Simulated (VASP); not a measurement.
# NbAl3 with and without spin-orbit coupling

What does spin-orbit coupling change in NbAl3, and what does it cost? All runs use PBEsol. Left out of this account: 1 further run (self-consistent run: a reference on another mesh). The start is a computed cell from the Materials Project.

Calculated with VASP 6.6.1; PBEsol; plane waves and PAW (Al, Nb_sv), in the first sound run; inputs show where later runs differ.

Most raw output is cut from this account.

## 1. Set-up

It takes space group I4/mmm (No. 139, tetragonal). Conventional cell: a = 3.834 Å, b = 3.834 Å, c = 8.585 Å, α = 90.00°, β = 90.00°, γ = 90.00°. Nearest to Al lie 4 Nb at 2.71 Å and 8 Al at 2.88 Å. Nearest to Al lie 8 Al at 2.71 to 2.88 Å and 4 Nb at 2.88 Å. Nb has 12 Al at 2.71 to 2.88 Å nearest. Farther neighbours are not listed.

## 2. Band structure (PBEsol)

Levels along the symmetry lines show where the bands peak and cross; KPOINTS_OPT computes them in the converged potential. PBEsol restores the gradient expansion of exchange and is tuned for the cells of solids.

INCAR

```
SYSTEM = NbAl3
PREC = Accurate
ENCUT = 400
EDIFF = 1E-06
NELM = 100
ISMEAR = -1
SIGMA = 0.05
LREAL = .FALSE.
ALGO = Normal
GGA = PS
NBANDS = 25
LASPH = .TRUE.
LORBIT = 11
LWAVE = .FALSE.
LCHARG = .FALSE.
KPAR = 4
```

POSCAR

```
NbAl3
1.0
    0.0000000000     -3.8339658454      0.0000000000
   -3.8339658454      0.0000000000      0.0000000000
    1.9169829227     -1.9169829227     -4.2924503537
Al Nb
3 1
Direct
    0.5000000000      0.5000000000      0.0000000000
    0.7500000000      0.7500000000      0.5000000000
    0.2500000000      0.2500000000      0.5000000000
    0.0000000000      0.0000000000      0.0000000000
```

KPOINTS

```
Automatic mesh
0
Gamma
8 8 8
0 0 0
```

KPOINTS_OPT

```
Line mode
16
Line-mode
Reciprocal
  0.00000000   0.00000000   0.00000000 GAMMA
  0.50000000  -0.50000000   0.50000000 X

  0.50000000  -0.50000000   0.50000000 X
  0.59972314  -0.40027686   0.50000000 Y

  0.59972314  -0.40027686   0.50000000 Y
  0.59972314   0.00000000   0.29986157 S

  0.59972314   0.00000000   0.29986157 S
  0.00000000   0.00000000   0.00000000 GAMMA

  0.00000000   0.00000000   0.00000000 GAMMA
  0.00000000   0.00000000  -0.50000000 Z

  0.00000000   0.00000000  -0.50000000 Z
  0.40027686   0.00000000  -0.29986157 S1

  0.40027686   0.00000000  -0.29986157 S1
  0.50000000   0.00000000   0.00000000 N

  0.50000000   0.00000000   0.00000000 N
  0.50000000  -0.50000000   0.25000000 P

  0.50000000  -0.50000000   0.25000000 P
  0.40027686  -0.40027686  -0.09972314 Y1

  0.40027686  -0.40027686  -0.09972314 Y1
  0.00000000   0.00000000  -0.50000000 Z

  0.50000000  -0.50000000   0.50000000 X
  0.50000000  -0.50000000   0.25000000 P
```

PAW data sets: Al and Nb_sv (PBE family, release 64).

On the command line:

```console
$ mpirun -np 4 vasp_std
```

Wall time 30 s (4 MPI ranks of AMD EPYC 9R45, shared host); peak memory 0.88 GiB; 2 min of CPU time.

Spin-orbit coupling is off here; it would split degenerate levels. The cell is typed on its shortest vectors, so the axes of tensors and the coordinates of k-points follow the printed cell and not the standard setting. The PAW data sets were made with PBE, which is usual practice but a small mismatch for other functionals.

Numbers from this step:

```yaml
electronic_steps: 12
electrons: 22
bands: 25
irreducible_k_points: 59
symmetry_operations: 16
free_energy_toten: -24.92 eV
energy_at_zero_smearing: -24.92 eV
fermi_energy: 9.505 eV
pressure: -1.107 GPa
metallic: yes
```

Electronic bands along the path, in eV, zero at the Fermi level; # counts the bands kept:

```tsv
point	#4	#5	#6	#7	#8	#9	#10	#11
Γ	-2.73	-2.12	-2.12	0.03	1.60	1.60	1.86	2.21
0.47 of the way	-3.16	-2.83	-2.46	-1.26	1.73	2.02	2.20	3.33
X	-4.02	-2.87	-2.69	-2.08	1.55	1.70	2.63	2.89
0.47 of the way	-3.63	-3.23	-2.43	-2.05	1.57	1.63	2.45	3.07
Y	-3.79	-2.78	-2.13	-1.94	1.25	1.74	2.08	3.53
0.47 of the way	-3.27	-1.73	-1.66	-1.04	1.01	1.55	1.83	3.85
S	-2.08	-1.71	-1.32	-0.27	1.14	1.98	2.67	2.91
0.53 of the way	-3.11	-1.87	-1.57	-1.48	0.73	1.49	4.02	4.03
Γ	-2.73	-2.12	-2.12	0.03	1.60	1.60	1.86	2.21
0.47 of the way	-1.81	-1.81	-1.04	0.10	0.95	0.95	1.40	2.81
Z	-1.12	-1.12	-1.04	-0.13	-0.13	0.19	3.01	5.33
0.47 of the way	-1.92	-1.57	-0.57	-0.08	0.13	0.72	3.54	4.61
S1	-2.08	-1.71	-1.32	-0.27	1.14	1.98	2.67	2.91
0.53 of the way	-2.36	-2.13	-1.33	-0.36	1.38	1.96	2.54	3.20
N	-3.06	-2.15	-1.29	-0.37	1.50	1.81	2.76	2.84
0.53 of the way	-3.63	-2.44	-2.27	-1.13	0.59	1.59	2.44	2.91
P	-4.70	-2.41	-2.41	-1.54	0.52	1.56	1.70	3.34
0.53 of the way	-3.88	-2.97	-2.14	-2.03	1.37	1.58	1.80	3.19
Y1	-3.79	-2.78	-2.13	-1.94	1.25	1.74	2.08	3.53
0.47 of the way	-3.88	-1.07	-1.06	-0.22	0.08	1.22	2.57	4.92
Z	-1.12	-1.12	-1.04	-0.13	-0.13	0.19	3.01	5.33
jump to X	-4.02	-2.87	-2.69	-2.08	1.55	1.70	2.63	2.89
0.47 of the way	-4.39	-2.62	-2.28	-2.17	1.46	1.58	1.70	3.01
P	-4.70	-2.41	-2.41	-1.54	0.52	1.56	1.70	3.34
```

Of the projections kept (Al, Nb), the largest for each band there; the rest of the weight can lie on other orbitals:

```tsv
point	#4	#5	#6	#7	#8	#9	#10	#11
Γ	Nb 0.89	Nb 0.67	Nb 0.67	Nb 1.00	Al 0.78	Al 0.78	Al 1.00	Nb 0.54
X	Al 0.93	Nb 0.62	Al 0.73	Nb 0.81	Nb 0.99	Nb 0.99	Al 0.71	Al 0.87
Y	Al 0.60	Al 0.64	Nb 0.68	Nb 0.82	Nb 0.92	Nb 0.97	Nb 0.62	Al 0.53
S	Nb 0.74	Nb 0.83	Nb 0.74	Nb 0.92	Nb 0.93	Nb 0.53	Al 0.82	Nb 0.58
Γ	Nb 0.89	Nb 0.67	Nb 0.67	Nb 1.00	Al 0.78	Al 0.78	Al 1.00	Nb 0.54
Z	Al 0.89	Al 0.89	Nb 0.90	Nb 0.99	Nb 0.99	Nb 1.00	Nb 0.91	Al 0.54
```

There is no gap at this level.

## 3. Band structure (PBEsol + SOC)

This step: PBEsol, spin-orbit coupling; plane waves and PAW (Al, Nb_sv) (VASP 6.6.1).

The mesh alone shows little of the dispersion and can miss band extrema, so KPOINTS_OPT adds a path through the symmetry points after the self-consistent cycle. Spin-orbit coupling needs spinors and the noncollinear program, where each band holds one electron.

Edit INCAR of step 2 so:

```diff
@@ -10,4 +10,9 @@
 GGA = PS
-NBANDS = 25
+LNONCOLLINEAR = .TRUE.
+MAGMOM = 0 0 0 0 0 0 0 0 0 0 0 0
+NBANDS = 34
+GGA_COMPAT = .FALSE.
 LASPH = .TRUE.
+LSORBIT = .TRUE.
+LMAXMIX = 4
 LORBIT = 11
```

POSCAR is that of step 2.

KPOINTS is that of step 2.

KPOINTS_OPT is that of step 2.

On the command line:

```console
$ mpirun -np 4 vasp_ncl
```

The job ended after 1.8 min (4 MPI ranks; peak memory 1.7 GiB).

This step gave:

```
electronic steps        : 13
bands                   : 34
free energy (TOTEN)     : -25.01 eV
energy at zero smearing : -25.01 eV
Fermi energy            : 9.507 eV
pressure                : -1.132 GPa
```

On-site spin-orbit energy by atom:

```tsv
atom	on-site spin-orbit energy (eV)
Al1	0.000
Al2	0.000
Al3	0.000
Nb4	-0.173
```

Electronic bands along the path, in eV, zero at the Fermi level; # counts the bands kept:

```tsv
point	#11	#12	#13	#14	#15	#16	#17	#18
Γ	-2.11	-2.11	0.03	0.03	1.53	1.53	1.65	1.65
0.47 of the way	-2.46	-2.46	-1.27	-1.27	1.73	1.73	2.02	2.02
X	-2.69	-2.69	-2.08	-2.08	1.55	1.55	1.70	1.70
0.47 of the way	-2.43	-2.43	-2.05	-2.05	1.56	1.56	1.62	1.62
Y	-2.13	-2.13	-1.95	-1.95	1.25	1.25	1.74	1.74
0.47 of the way	-1.67	-1.67	-1.04	-1.04	1.01	1.01	1.55	1.55
S	-1.33	-1.33	-0.27	-0.27	1.14	1.14	1.98	1.98
0.53 of the way	-1.57	-1.57	-1.48	-1.48	0.73	0.73	1.49	1.49
Γ	-2.11	-2.11	0.03	0.03	1.53	1.53	1.65	1.65
0.47 of the way	-1.05	-1.05	0.10	0.10	0.90	0.90	0.99	0.99
Z	-1.04	-1.04	-0.15	-0.15	-0.11	-0.11	0.19	0.19
0.47 of the way	-0.58	-0.58	-0.08	-0.08	0.13	0.13	0.72	0.72
S1	-1.33	-1.33	-0.27	-0.27	1.14	1.14	1.98	1.98
0.53 of the way	-1.33	-1.33	-0.36	-0.36	1.38	1.38	1.96	1.96
N	-1.29	-1.29	-0.37	-0.37	1.50	1.50	1.80	1.80
0.53 of the way	-2.27	-2.27	-1.13	-1.13	0.58	0.58	1.58	1.58
P	-2.38	-2.38	-1.54	-1.54	0.52	0.52	1.55	1.55
0.53 of the way	-2.14	-2.14	-2.03	-2.03	1.37	1.37	1.58	1.58
Y1	-2.13	-2.13	-1.95	-1.95	1.25	1.25	1.74	1.74
0.47 of the way	-1.06	-1.06	-0.22	-0.22	0.08	0.08	1.22	1.22
Z	-1.04	-1.04	-0.15	-0.15	-0.11	-0.11	0.19	0.19
jump to X	-2.69	-2.69	-2.08	-2.08	1.55	1.55	1.70	1.70
0.47 of the way	-2.28	-2.28	-2.17	-2.17	1.46	1.46	1.58	1.58
P	-2.38	-2.38	-1.54	-1.54	0.52	0.52	1.55	1.55
```

Of the projections kept (Al, Nb), the largest for each band there; the rest of the weight can lie on other orbitals:

```tsv
point	#11	#12	#13	#14	#15	#16	#17	#18
Γ	Nb 0.67	Nb 0.67	Nb 1.00	Nb 1.00	Al 0.77	Al 0.77	Al 0.79	Al 0.79
X	Al 0.73	Al 0.73	Nb 0.81	Nb 0.81	Nb 0.99	Nb 0.99	Nb 0.99	Nb 0.99
Y	Nb 0.68	Nb 0.68	Nb 0.82	Nb 0.82	Nb 0.92	Nb 0.92	Nb 0.97	Nb 0.97
S	Nb 0.74	Nb 0.74	Nb 0.92	Nb 0.92	Nb 0.93	Nb 0.93	Nb 0.53	Nb 0.53
Γ	Nb 0.67	Nb 0.67	Nb 1.00	Nb 1.00	Al 0.77	Al 0.77	Al 0.79	Al 0.79
Z	Nb 0.90	Nb 0.90	Nb 0.99	Nb 0.99	Nb 0.99	Nb 0.99	Nb 1.00	Nb 1.00
```

There is no gap at this level. Without the coupling there was no gap either. The run took 3.6 times the core time, with 34 spinor bands against 25.

Of the bands kept, 4 cross the Fermi level on this path (spinor bands, one electron each).

## 4. Total and projected DOS (PBEsol)

This step: PBEsol; plane waves and PAW (Al, Nb_sv) (VASP 6.6.1).

Here the states are counted by energy and projected on the atoms.

INCAR

```
SYSTEM = NbAl3
PREC = Accurate
ENCUT = 400
EDIFF = 1E-06
NELM = 100
ISMEAR = -5
SIGMA = 0.05
LREAL = .FALSE.
ALGO = Normal
GGA = PS
NBANDS = 25
LASPH = .TRUE.
LORBIT = 11
LWAVE = .FALSE.
LCHARG = .FALSE.
KPAR = 4
NEDOS = 2001
```

POSCAR is that of step 3.

KPOINTS is that of step 3.

On the command line:

```console
$ mpirun -np 4 vasp_std
```

It took 13 s on 4 MPI ranks; peak memory 0.75 GiB.

With tetrahedra the forces and stress of a metal are not exact derivatives of the energy.

This step gave:

```yaml
bands: 25
free_energy_toten: -24.92 eV
fermi_energy: 9.493 eV
pressure: -1.113 GPa
dos_at_the_fermi_level: 0.2118 states/eV/cell
```

The density of states has structure finer than the step of the table below, so its rows give means over 1 eV, whole bins alone (the curve runs from -12.0 to 5.71 eV). Peaks (eV: height): total -2.1: 4.41, 1.3: 4.06, 1.6: 5.09, 4.4: 3.53; Nb d -2.1: 1.16, -1.4: 1.17, 1.3: 1.82, 1.6: 2.34; Al p -2.1: 0.517, 1.3: 0.260, 1.6: 0.294, 4.4: 0.357; Al s -6.7: 0.281, -4.9: 0.316, 3.6: 0.308, 4.1: 0.291; Nb s 1.3: 0.0821, 1.6: 0.105, 2.1: 0.0495, 3.2: 0.0461.

States under -12.0 eV and over 5.7 eV are left out. Table of density of states by energy, zero at the Fermi level; means over each step; values in states/eV/cell:

```tsv
energy (eV)	total	Nb d	Al p	Al s	Nb s	Nb p
-11	0	0	0	0	0	0
-10	0.213	1.5e-4	0.00228	0.0513	0.00852	0.00115
-9	0.540	0.00253	0.0133	0.125	0.0157	0.00639
-8	0.829	0.0125	0.0324	0.182	0.0151	0.0132
-7	0.972	0.0403	0.0536	0.190	0.0136	0.0140
-6	0.976	0.0641	0.0690	0.166	0.0108	0.0109
-5	1.35	0.121	0.101	0.196	0.0276	0.0173
-4	1.28	0.162	0.127	0.116	0.0255	0.0153
-3	1.91	0.340	0.212	0.109	0.0245	0.0304
-2	3.24	0.857	0.370	0.0663	0.0145	0.0453
-1	2.28	0.847	0.203	0.0249	0.00670	0.0211
0	0.583	0.296	0.0308	0.00229	3.2e-4	0.00287
1	2.48	1.04	0.173	0.0537	0.0411	0.0214
2	2.35	0.833	0.161	0.0738	0.0506	0.0330
3	2.04	0.561	0.132	0.197	0.0340	0.0267
4	2.81	0.778	0.232	0.262	0.0340	0.0481
5	2.04	0.443	0.242	0.115	0.0157	0.0388
```

Of the states within 0.3 eV of the Fermi level, the largest shares in the PAW spheres are Nb d 53 %. The rest lies in smaller channels or between the spheres.

## 5. Total and projected DOS (PBEsol + SOC)

This step: PBEsol, spin-orbit coupling; plane waves and PAW (Al, Nb_sv) (VASP 6.6.1).

Edit INCAR of step 4 so:

```diff
@@ -10,4 +10,9 @@
 GGA = PS
-NBANDS = 25
+LNONCOLLINEAR = .TRUE.
+MAGMOM = 0 0 0 0 0 0 0 0 0 0 0 0
+NBANDS = 34
+GGA_COMPAT = .FALSE.
 LASPH = .TRUE.
+LSORBIT = .TRUE.
+LMAXMIX = 4
 LORBIT = 11
```

POSCAR is that of step 4.

KPOINTS is that of step 4.

On the command line:

```console
$ mpirun -np 4 vasp_ncl
```

The job ended after 40 s (4 MPI ranks; peak memory 1.4 GiB).

This step gave:

- bands: 34
- free energy (TOTEN): -25.01 eV
- Fermi energy: 9.495 eV
- pressure: -1.125 GPa
- DOS at the Fermi level: 0.2069 states/eV/cell

On-site spin-orbit energy by atom:

```tsv
atom	on-site spin-orbit energy (eV)
Al1	0.000
Al2	0.000
Al3	0.000
Nb4	-0.173
```

The density of states has structure finer than the step of the table below, so its rows give means over 0.5 eV, whole bins alone (the curve runs from -12.0 to 2.13 eV). Peaks (eV: height): total -2.15: 4.43, -1.34: 3.57, 1.33: 4.06, 1.67: 4.94; Nb d -2.15: 1.14, -1.34: 1.21, 1.33: 1.80, 1.67: 2.11; Al p -3.48: 0.217, -2.15: 0.523, 1.33: 0.263, 1.67: 0.328; Al s -7.69: 0.244, -6.76: 0.277, -4.95: 0.310, -2.95: 0.135; Nb p -2.68: 0.0477, -2.21: 0.0713, -1.54: 0.0446, 1.67: 0.051.

States under -12.0 eV and over 2.1 eV are left out. The density of states by energy, zero at the Fermi level; means over each step; values in states/eV/cell:

```tsv
energy (eV)	total	Nb d	Al p	Al s	Nb p	Nb s
-11.0	0	0	0	0	0	0
-10.5	0.0179	0	4.3e-5	0.00441	2.6e-5	8.0e-4
-10.0	0.230	6.9e-5	0.00201	0.0559	0.00101	0.00951
-9.5	0.388	7.2e-4	0.00645	0.0920	0.00313	0.0141
-9.0	0.540	0.00228	0.0129	0.125	0.00630	0.0161
-8.5	0.677	0.00565	0.0213	0.154	0.00984	0.0155
-8.0	0.813	0.0116	0.0315	0.179	0.0132	0.0146
-7.5	0.882	0.0209	0.0395	0.186	0.0141	0.0146
-7.0	0.922	0.0388	0.0502	0.180	0.0130	0.0138
-6.5	1.18	0.0611	0.0746	0.219	0.0164	0.0126
-6.0	0.953	0.0642	0.0676	0.162	0.0102	0.00929
-5.5	0.917	0.0704	0.0718	0.138	0.00903	0.0161
-5.0	1.47	0.126	0.105	0.225	0.0205	0.0294
-4.5	1.49	0.167	0.120	0.189	0.0184	0.0306
-4.0	1.08	0.139	0.104	0.102	0.0127	0.0215
-3.5	1.61	0.236	0.188	0.0940	0.0195	0.0292
-3.0	1.80	0.316	0.191	0.120	0.0298	0.0239
-2.5	2.47	0.516	0.292	0.0832	0.0436	0.0199
-2.0	3.65	0.981	0.419	0.0706	0.0489	0.0155
-1.5	3.21	0.992	0.333	0.0496	0.0396	0.0109
-1.0	2.15	0.812	0.188	0.0224	0.0191	0.00618
-0.5	1.31	0.638	0.0794	0.00700	0.00495	9.4e-4
0.0	0.364	0.192	0.0166	7.7e-4	0.00185	1.1e-4
0.5	0.690	0.281	0.0534	0.00966	0.00730	0.00435
1.0	2.73	1.09	0.198	0.0657	0.0235	0.0440
1.5	3.72	1.69	0.231	0.0642	0.0335	0.0709
```

The DOS at the Fermi level goes from 0.212 to 0.207 states/eV/cell, a number that is sensitive to the mesh. The run took 3.1 times the core time, with 34 spinor bands against 25. Of the states within 0.3 eV of the Fermi level, the largest shares in the PAW spheres are Nb d 53 %. The rest lies in smaller channels or between the spheres.

## 6. Relaxing cell and atoms (PBEsol)

This step: PBEsol; plane waves and PAW (Al, Nb_sv) (VASP 6.6.1).

Last, the cell itself: ISIF = 3 frees volume, shape and positions, first without the coupling.

INCAR

```
SYSTEM = NbAl3
PREC = Accurate
ENCUT = 400
EDIFF = 1E-06
NELM = 100
ISMEAR = -1
SIGMA = 0.05
LREAL = .FALSE.
ALGO = Normal
GGA = PS
NBANDS = 17
LASPH = .TRUE.
LORBIT = 11
LWAVE = .FALSE.
LCHARG = .FALSE.
KPAR = 4
IBRION = 2
NSW = 60
ISIF = 3
EDIFFG = -0.01
```

POSCAR is that of step 5.

KPOINTS is that of step 5.

On the command line:

```console
$ mpirun -np 4 vasp_std
```

Elapsed: 21 s, on 4 MPI ranks; peak memory 0.72 GiB.

The run keeps the 16 symmetry operations of its start, so it cannot find a distortion of lower symmetry.

The steps of the relaxation:

```tsv
step	energy less that of the first step (eV)	largest force (eV/Å)	pressure (GPa)	volume (Å³)
1	0.0000	0.0000	-1.12	63.10
2	-0.0004	0.0000	1.04	62.09
3	-0.0019	0.0000	0.01	62.56
```

```tsv
conventional cell, symmetrised	before	after	change
a (Å)	3.834	3.822	-0.3 %
b (Å)	3.834	3.822	-0.3 %
c (Å)	8.585	8.565	-0.2 %
volume (Å³/atom)	15.77	15.64	-0.8 %
```

The relaxed structure:

```
Al Nb
1.0
     0.00000   -3.82224    0.00000
    -3.82224    0.00000    0.00000
     1.91112   -1.91112   -4.28229
Al Nb
3 1
Cartesian
  -1.9111 -1.9111 0.0000
  -1.9111 -3.8222 -2.1411
  0.0000 -1.9111 -2.1411
  0.0000 0.0000 0.0000
```

Numbers from this step:

| Property | Result |
| --- | --- |
| bands | 17 |
| free energy (TOTEN) | -24.92 eV |
| energy at zero smearing | -24.92 eV |
| Fermi energy | 9.602 eV |
| pressure | 0.01192 GPa |
| SCF cycles over all ionic steps | 28 |

It ends with forces that vanish by symmetry and a pressure of 0.01 GPa.

## 7. Full relaxation (PBEsol + SOC)

This step: PBEsol, spin-orbit coupling; plane waves and PAW (Al, Nb_sv) (VASP 6.6.1).

The same relaxation with spinors and spin-orbit coupling.

Edit INCAR of step 6 so:

```diff
@@ -10,4 +10,9 @@
 GGA = PS
-NBANDS = 17
+LNONCOLLINEAR = .TRUE.
+MAGMOM = 0 0 0 0 0 0 0 0 0 0 0 0
+NBANDS = 34
+GGA_COMPAT = .FALSE.
 LASPH = .TRUE.
+LSORBIT = .TRUE.
+LMAXMIX = 4
 LORBIT = 11
```

POSCAR is that of step 6.

KPOINTS is that of step 6.

On the command line:

```console
$ mpirun -np 4 vasp_ncl
```

Elapsed: 92 s, on 4 MPI ranks; peak memory 1.4 GiB.

The steps of the relaxation:

```tsv
step	energy less that of the first step (eV)	largest force (eV/Å)	pressure (GPa)	volume (Å³)
1	0.0000	0.0000	-1.13	63.10
2	-0.0004	0.0000	1.03	62.08
3	-0.0019	0.0000	0.00	62.56
```

```tsv
conventional cell, symmetrised	before	after	change
a (Å)	3.834	3.822	-0.3 %
b (Å)	3.834	3.822	-0.3 %
c (Å)	8.585	8.564	-0.2 %
volume (Å³/atom)	15.77	15.64	-0.8 %
```

Final coordinates:

```
Al Nb
1.0
     0.00000   -3.82224    0.00000
    -3.82224    0.00000    0.00000
     1.91112   -1.91112   -4.28213
Al Nb
3 1
Direct
  0.50000 0.50000 0.00000
  0.75000 0.75000 0.50000
  0.25000 0.25000 0.50000
  0.00000 0.00000 0.00000
```

This step gave:

- bands: 34
- free energy (TOTEN): -25.01 eV
- energy at zero smearing: -25.01 eV
- Fermi energy: 9.604 eV
- pressure: 0.002735 GPa
- SCF cycles over all ionic steps: 29

On-site spin-orbit energy by atom:

```tsv
atom	on-site spin-orbit energy (eV)
Al1	0.000
Al2	0.000
Al3	0.000
Nb4	-0.173
```

The cell ends at 15.64 Å³/atom, under 0.05 % from the run without the coupling. The run took 4.4 times the core time, with 34 spinor bands against 17.

The cell shrank by 0.8 % in volume.

## 8. The runs together

```
                               quantity  without  with spin-orbit coupling
                               gap (eV)     none                      none
                    core minutes, bands        2                       7.1
DOS at the Fermi level (states/eV/cell)    0.212                     0.207
                      core minutes, DOS     0.85                       2.7
               relaxed volume (Å³/atom)    15.64                     15.64
               core minutes, relaxation      1.4                       6.1
```

## 9. Summary of results

```
gap (eV), without → with                                : none → none
DOS at the Fermi level (states/eV/cell), without → with : 0.212 → 0.207
relaxed volume (Å³/atom), without → with                : 15.64 → 15.64
```

In words: NbAl3 has no gap with or without spin-orbit coupling. The relaxed volume moves by under 0.05 %. The spinor runs cost 3.1 to 4.4 times as much, on a shared host.

[Lines on the potential files, build, host, timing and source positions are cut from VASP's logs without a mark.]

[Logs are printed without paths, hosts, clocks, repeated set-up lines and the standing remarks that a program may print on its own settings, such as how far it seeks lower states.]

[Hosts, paths, dates, database ids (printed as entryN), source tags and the programs' standing remarks are cut or masked in the printed files.]

[A measured line is paired with the nearest computed mode of its activity, which favours agreement.]
